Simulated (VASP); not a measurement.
**PtSe2: relaxed cell and zone-centre modes**

What lattice and vibrations does PtSe2 have at one level of theory? The starting structure is a measured crystal structure from the Crystallography Open Database. All runs use PBEsol.

Main program and level: VASP 6.6.1; Kohn-Sham DFT with plane waves and PAW; PBEsol.

## (1) Set-up

The structure is trigonal, space group P-3m1 (No. 164). The conventional cell has a = 3.728 Å, b = 3.728 Å, c = 5.031 Å, α = 90.00°, β = 90.00°, γ = 120.00°. Nearest to Pt lie 6 Se at 2.51 Å. Nearest to Se lie 3 Pt at 2.51 Å. Farther neighbours and most contacts between anions are not listed.

## (2) Relaxation

This run starts from the cell of an earlier relaxation, which isn't shown; the restart sets up the plane waves anew.

Input file INCAR:

```
SYSTEM = PtSe2
PREC = Accurate
ENCUT = 500
EDIFF = 1E-07
NELM = 100
ISMEAR = 1
SIGMA = 0.15
LREAL = .FALSE.
ALGO = Normal
GGA = PS
NBANDS = 17
LASPH = .TRUE.
LORBIT = 11
LWAVE = .FALSE.
LCHARG = .FALSE.
KPAR = 4
IBRION = 2
NSW = 50
ISIF = 3
EDIFFG = -0.002
```

Input file POSCAR:

```
PtSe2
1.0
    3.7610114069      0.0000000000      0.0000000000
   -1.8805057034      3.2571314223      0.0000000000
    0.0000000000      0.0000000000      4.8586322289
Pt Se
1 2
Direct
    0.0000000000      0.0000000000      0.0000000000
    0.6666666667      0.3333333333      0.7388887427
    0.3333333333      0.6666666667      0.2611112573
```

Input file KPOINTS:

```
Automatic mesh
0
Gamma
12 12 8
0 0 0
```

Potentials, in the order of the species: Pt and Se (PBE family, release 64).

Started as:

```console
$ mpirun -np 4 vasp_std
```

What it wrote:

```text
[banner, memory and clock lines left out]
running    4 mpi-ranks, on    1 nodes
 distrk:  each k-point on    1 cores,    4 groups
 distr:  one band on    1 cores,    1 groups

 POSCAR found type information on POSCAR PtSe
 POSCAR found :  2 types and       3 ions
|                                                                             |
|               ----> ADVICE to this user running VASP <----                  |
|                                                                             |
|     You enforced a specific xc type in the INCAR file but a different       |
|     [... a line on the potential file left out ...]
|     I HOPE YOU KNOW WHAT YOU ARE DOING!                                     |
|                                                                             |

 LDA part: xc-table for (Slater+PW92), standard interpolation
 POSCAR, INCAR and KPOINTS ok, starting setup
 FFT: planning ... GRIDC
 FFT: planning ... GRID_SOFT
 FFT: planning ... GRID
 WAVECAR not read
 entering main loop
       N       E                     dE             d eps       ncg     rms          rms(c)
DAV:   1     0.105708888374E+03    0.10571E+03   -0.99669E+03  4542   0.110E+03
DAV:   2    -0.120616778806E+02   -0.11777E+03   -0.11456E+03  5633   0.215E+02
DAV:   3    -0.167009384501E+02   -0.46393E+01   -0.45743E+01  5384   0.433E+01
DAV:   4    -0.167349221614E+02   -0.33984E-01   -0.33970E-01  5689   0.402E+00
DAV:   5    -0.167352661974E+02   -0.34404E-03   -0.34402E-03  5588   0.384E-01    0.127E+01
DAV:   6    -0.161577807396E+02    0.57749E+00   -0.48549E+00  4528   0.198E+01    0.778E+00
DAV:   7    -0.159311471131E+02    0.22663E+00   -0.91255E-01  4529   0.956E+00    0.382E+00
DAV:   8    -0.159081532707E+02    0.22994E-01   -0.62830E-02  4828   0.170E+00    0.834E-01
DAV:   9    -0.159050142917E+02    0.31390E-02   -0.77721E-03  5069   0.845E-01    0.204E-01
DAV:  10    -0.159050254421E+02   -0.11150E-04   -0.11992E-03  5112   0.216E-01    0.343E-02
DAV:  11    -0.159050251690E+02    0.27307E-06   -0.44295E-05  5771   0.550E-02    0.233E-02
DAV:  12    -0.159050247668E+02    0.40220E-06   -0.33684E-06  4998   0.137E-02    0.425E-03
DAV:  13    -0.159050247679E+02   -0.10557E-08   -0.55747E-07  5822   0.509E-03
   1 F= -.15905025E+02 E0= -.15904981E+02  d E =-.159050E+02
 curvature:   0.00 expect dE= 0.000E+00 dE for cont linesearch  0.000E+00
 trial: gam= 0.00000 g(F)=  0.362E-09 g(S)=  0.170E-06 ort = 0.000E+00 (trialstep = 0.100E+01)
 search vector abs. value=  0.170E-06
 reached required accuracy - stopping structural energy minimisation
```

The job ended after 13 s (4 MPI ranks of Intel Xeon 6975P-C (Granite Rapids), shared host; peak memory 1 GiB).

Lines that name or quote the potential files are left out of all logs, and their timing lines are given in words.

From OUTCAR (step 2):

```text
ion  position               nearest neighbor table
   1  0.000  0.000  0.000-   2 2.51   3 2.51   3 2.51   2 2.51   2 2.51   3 2.51
   2  0.667  0.333  0.739-   1 2.51   1 2.51   1 2.51
   3  0.333  0.667  0.261-   1 2.51   1 2.51   1 2.51

  LATTYP: Found a hexagonal cell.
 ALAT       =     3.7610114069
 C/A-ratio  =     1.2918419285

 Subroutine GETGRP returns: Found 12 space group operations
 (whereof 12 operations were pure point group operations)

The static configuration has the point symmetry D_3d.

 Found    131 irreducible k-points:

   k-points           NKPTS =    131   k-points in BZ     NKDIM =    131   number of bands    NBANDS=     17

   dimension x,y,z NGX =    28 NGY =   28 NGZ =   36
   dimension x,y,z NGXF=    56 NGYF=   56 NGZF=   72

   ENCUT  =  500.0 eV  36.75 Ry    6.06 a.u.   6.86  6.86  8.86*2*pi/ulx,y,z

   NELECT =      22.0000    total number of electrons

 k-points in reciprocal lattice and weights: Automatic mesh
   0.00000000  0.00000000  0.00000000       0.001
   0.08333333  0.00000000  0.00000000       0.005
   0.16666667  0.00000000  0.00000000       0.005
   0.25000000  0.00000000  0.00000000       0.005
   0.33333333  0.00000000  0.00000000       0.005
   0.41666667  0.00000000  0.00000000       0.005
   0.50000000  0.00000000  0.00000000       0.003
   0.08333333  0.08333333  0.00000000       0.005
   0.16666667  0.08333333  0.00000000       0.010
[...]
0.33333333  0.25000000  0.50000000       0.010
   0.33333333  0.33333333  0.50000000       0.002

 average (electrostatic) potential at core
       1 -68.2459       2 -52.5127       3 -52.5127

 E-fermi :   6.5866

 k-point     1 :       0.0000    0.0000    0.0000
  band No.  band energies     occupation
    ...
      6       2.7132      2.00000
      7       2.7132      2.00000
      8       4.0935      2.00000
      9       5.5481      2.00000
     10       5.5481      2.00000
     11       7.3178     -0.00000
     12       7.7534     -0.00000
     13       7.7534     -0.00000
     14       9.8322      0.00000
     15      10.6246      0.00000
    ...

 k-point     2 :       0.0833    0.0000    0.0000
  band No.  band energies     occupation
    ...
      6       2.6098      2.00000
      7       2.6579      2.00000
      8       3.9256      2.00000
      9       5.2301      2.00000
     10       5.4386      2.00000
     11       6.7911     -0.06605
     12       7.8329     -0.00000
     13       7.9840     -0.00000
     14      10.3727      0.00000
     15      11.0868      0.00000
    ...

 k-point     3 :       0.1667    0.0000    0.0000
  band No.  band energies     occupation
    ...
      7       2.5294      2.00000
      8       3.4798      2.00000
      9       4.7826      2.00000
     10       5.1208      2.00000
     11       6.0111      2.00000
     12       8.0673     -0.00000
     13       8.1440     -0.00000
     14      11.2527      0.00000
     15      11.9578      0.00000
     16      13.3601      0.00000
    ...

  Total        0.0022636      0.0022636      0.0005541      0.0000000      0.0000000     -0.0000000
  in kB        0.0609338      0.0609338      0.0149162      0.0000000      0.0000000     -0.0000000
  external PRESSURE =       0.0455946 kB  Pullay stress =       0.0000000 kB

  energy-cutoff  :      500.00
  volume of cell :       59.52
      direct lattice vectors                 reciprocal lattice vectors
     3.761011407  0.000000000  0.000000000     0.265885926  0.153509311  0.000000000
    -1.880505703  3.257131422  0.000000000     0.000000000  0.307018622  0.000000000
     0.000000000  0.000000000  4.858632229     0.000000000  0.000000000  0.205819241

 POSITION                                       TOTAL-FORCE (eV/Angst)
 -----------------------------------------------------------------------------------
      0.00000      0.00000      0.00000         0.000000      0.000000      0.000000
      1.88051      1.08571      3.58999        -0.000000      0.000000      0.000061
     -0.00000      2.17142      1.26864         0.000000     -0.000000     -0.000061
 -----------------------------------------------------------------------------------
    total drift:                                0.000000     -0.000000      0.000000

  FREE ENERGIE OF THE ION-ELECTRON SYSTEM (eV)
  ---------------------------------------------------
  free  energy   TOTEN  =       -15.9050247679 eV

  energy  without entropy=      -15.9048927600  energy(sigma->0) =      -15.90498077

 reached required accuracy - stopping structural energy minimisation

 total charge
# of ion       s       p       d       tot
------------------------------------------
    1        0.675   0.687   8.033   9.395
    2        1.488   2.209   0.071   3.769
    3        1.488   2.209   0.071   3.769
--------------------------------------------------
tot          3.651   5.105   8.176  16.932

[... 3 further parts left out ...]
```

The PAW data sets were made with PBE, which is usual practice but a small mismatch for other functionals. The run keeps the 12 symmetry operations of its start, so it cannot find a distortion of lower symmetry.

The relaxed cell holds 19.840 Å³ an atom, with a = 3.761 Å (+0.9 % against the database cell) and c = 4.859 Å (-3.4 % against the database cell). Pressures at 0.985 and 1.015 times this volume, from two more relaxations that aren't shown, give a bulk modulus of 49.2 GPa.

## (3) Modes of the relaxed cell

INCAR, as its differences from that of step 2:

```diff
@@ -3,3 +3,3 @@
 ENCUT = 500
-EDIFF = 1E-07
+EDIFF = 1E-08
 NELM = 100
@@ -16,5 +16,3 @@
 KPAR = 4
-IBRION = 2
-NSW = 50
-ISIF = 3
-EDIFFG = -0.002
+IBRION = 8
+ISIF = 2
```

POSCAR is that of step 2.

Input file KPOINTS:

```
Automatic mesh
0
Gamma
14 14 10
0 0 0
```

Started as:

```console
$ mpirun -np 4 vasp_std
```

What it wrote:

```text
[banner, memory and clock lines left out]
running    4 mpi-ranks, on    1 nodes
[...]
[... a notice as in an earlier step ...]

 LDA part: xc-table for (Slater+PW92), standard interpolation
 POSCAR, INCAR and KPOINTS ok, starting setup
[...]
entering main loop
       N       E                     dE             d eps       ncg     rms          rms(c)
DAV:   1     0.106290541062E+03    0.10629E+03   -0.10025E+04  7168   0.111E+03
DAV:   2    -0.120989106192E+02   -0.11839E+03   -0.11493E+03  9002   0.215E+02
DAV:   3    -0.167019990291E+02   -0.46031E+01   -0.45738E+01  8429   0.435E+01
DAV:   4    -0.167356180682E+02   -0.33619E-01   -0.33606E-01  9231   0.403E+00
[...]
DAV:  12    -0.159060142729E+02    0.36922E-06   -0.38149E-06  7862   0.153E-02    0.380E-03
DAV:  13    -0.159060143134E+02   -0.40479E-07   -0.58262E-07  9339   0.526E-03    0.134E-03
DAV:  14    -0.159060143193E+02   -0.59586E-08   -0.51006E-08  8389   0.176E-03
   1 F= -.15906014E+02 E0= -.15905967E+02  d E =-.142558E-03
[...]
RMM:   8    -0.761795149842E-01    0.17408E-06   -0.21946E-08 60525   0.140E-04    0.361E-05
RMM:   9    -0.761793680121E-01    0.14697E-06   -0.23163E-08 60287   0.993E-05    0.573E-06
RMM:  10    -0.761793751483E-01   -0.71362E-08   -0.57459E-08 62085   0.740E-05    0.319E-06
 first order change of Fermi-energy  -0.12919E-05
 force on displaced ion       2 direction 1 :  -7.557  -0.000  -0.000
 Linear response progress:
  Degree of freedom:   4/  4
       N       E                     dE             d eps       ncg     rms          rms(c)
RMM:   1    -0.915814587281E-01   -0.91581E-01    0.54229E-02 16449   0.149E+00
RMM:   2    -0.895148059464E-01    0.20667E-02   -0.18137E-03 11146   0.253E-01    0.151E-01
RMM:   3    -0.893048202670E-01    0.20999E-03   -0.18553E-04 12062   0.670E-02    0.101E-01
RMM:   4    -0.892027367635E-01    0.10208E-03   -0.54214E-05 11938   0.461E-02    0.521E-02
[...]
RMM:  10    -0.891805702179E-01    0.45790E-07   -0.47411E-08 12596   0.110E-04    0.106E-05
RMM:  11    -0.891805916136E-01   -0.21396E-07   -0.52666E-08 12901   0.763E-05    0.333E-06
RMM:  12    -0.891805882876E-01    0.33260E-08   -0.56291E-08 11829   0.695E-05    0.710E-07
 first order change of Fermi-energy   0.95935E+00
 force on displaced ion       2 direction 3 :  -0.000  -0.000  -9.689
 Linear response finished
```

Run time: 4.9 min. Hardware: 4 MPI ranks; peak memory 7.2 GiB; 18 min of CPU time.

Parts of OUTCAR (step 3):

```text
  Total        0.0063839      0.0063839     -0.0102016      0.0000000     -0.0000000      0.0000000
  in kB        0.1718481      0.1718481     -0.2746141      0.0000000     -0.0000000      0.0000000
  external PRESSURE =       0.0230274 kB  Pullay stress =       0.0000000 kB

 POSITION                                       TOTAL-FORCE (eV/Angst)
 -----------------------------------------------------------------------------------
      0.00000      0.00000      0.00000        -0.000000      0.000000     -0.000000
      1.88051      1.08571      3.58999        -0.000000      0.000000      0.002463
     -0.00000      2.17142      1.26864         0.000000     -0.000000     -0.002463
 -----------------------------------------------------------------------------------
    total drift:                                0.000000     -0.000000      0.000000

[... 1 part as in an earlier step ...]

[... 1 further part left out ...]
```

The zone-centre modes at 19.840 Å³ an atom are A2u 218.2, Eu 214.1, A1g 201.0, Eg 163.5 cm⁻¹.

## (4) Modes at 0.97 of that volume

Shape and positions were first relaxed at this volume, in a run that isn't shown.

INCAR is that of step 3.

Input file POSCAR:

```
PtSe2
1.0
    3.7519656114      0.0000000000      0.0000000000
   -1.8759828057      3.2492975337      0.0000000000
    0.0000000000      0.0000000000      4.7356256448
Pt Se
1 2
Direct
    0.0000000000      0.0000000000      0.0000000000
    0.6666666667      0.3333333333      0.7328982322
    0.3333333333      0.6666666667      0.2671017678
```

KPOINTS is that of step 3.

Started as:

```console
$ mpirun -np 4 vasp_std
```

What it wrote:

```text
[... set-up lines as in an earlier step ...]
 entering main loop
       N       E                     dE             d eps       ncg     rms          rms(c)
DAV:   1     0.107620350201E+03    0.10762E+03   -0.10011E+04  7120   0.111E+03
DAV:   2    -0.119655954291E+02   -0.11959E+03   -0.11625E+03  8915   0.218E+02
DAV:   3    -0.166687893184E+02   -0.47032E+01   -0.46598E+01  8477   0.438E+01
DAV:   4    -0.167029111398E+02   -0.34122E-01   -0.34105E-01  9180   0.404E+00
[...]
DAV:  12    -0.158966410471E+02    0.48273E-06   -0.34151E-06  7894   0.145E-02    0.432E-03
DAV:  13    -0.158966410133E+02    0.33824E-07   -0.63971E-07  9229   0.568E-03    0.141E-03
DAV:  14    -0.158966410097E+02    0.36116E-08   -0.53017E-08  8233   0.174E-03
   1 F= -.15896641E+02 E0= -.15896634E+02  d E =-.210891E-04
 Linear response reoptimize wavefunctions to high precision
DAV:   1    -0.158966410040E+02    0.56830E-08   -0.66932E-09  8186   0.546E-04
DAV:   2    -0.158966410040E+02   -0.20236E-10   -0.15416E-10  3973   0.813E-05
 Linear response DOF=           4
 Linear response progress:
[...]
RMM:  10    -0.760771375209E-01    0.30142E-07   -0.34859E-08 61016   0.583E-05    0.345E-06
RMM:  11    -0.760771549540E-01   -0.17433E-07   -0.25380E-08 59014   0.512E-05    0.909E-07
RMM:  12    -0.760771560716E-01   -0.11176E-08   -0.98637E-09 47728   0.487E-05    0.421E-07
 first order change of Fermi-energy  -0.41498E-05
 force on displaced ion       2 direction 1 :  -7.766  -0.000  -0.000
 Linear response progress:
  Degree of freedom:   4/  4
       N       E                     dE             d eps       ncg     rms          rms(c)
RMM:   1    -0.910553332331E-01   -0.91055E-01    0.54623E-02 16497   0.150E+00
RMM:   2    -0.887474073390E-01    0.23079E-02   -0.19023E-03 11155   0.260E-01    0.156E-01
RMM:   3    -0.885348977074E-01    0.21251E-03   -0.20293E-04 12053   0.707E-02    0.104E-01
RMM:   4    -0.884381740492E-01    0.96724E-04   -0.54506E-05 11942   0.462E-02    0.551E-02
[...]
RMM:  10    -0.884146005675E-01    0.64135E-07   -0.28692E-08 12650   0.950E-05    0.928E-06
RMM:  11    -0.884146222991E-01   -0.21732E-07   -0.23846E-08 12846   0.613E-05    0.375E-06
RMM:  12    -0.884146194312E-01    0.28678E-08   -0.97024E-09 11495   0.556E-05    0.638E-07
 first order change of Fermi-energy   0.89394E+00
 force on displaced ion       2 direction 3 :   0.000   0.000 -10.100
 Linear response finished
```

Wall time 4.6 min (4 MPI ranks); peak memory 7.1 GiB.

(Part 1 of 2 ends here.)

[Lines on the potential files, build, host, timing and source positions are cut from VASP's logs without a mark.]

[Logs are printed without paths, hosts, clocks, repeated set-up lines and the standing remarks that a program may print on its own settings, such as how far it seeks lower states.]

[Hosts, paths, dates, database ids (printed as entryN), source tags and the programs' standing remarks are cut or masked in the printed files.]
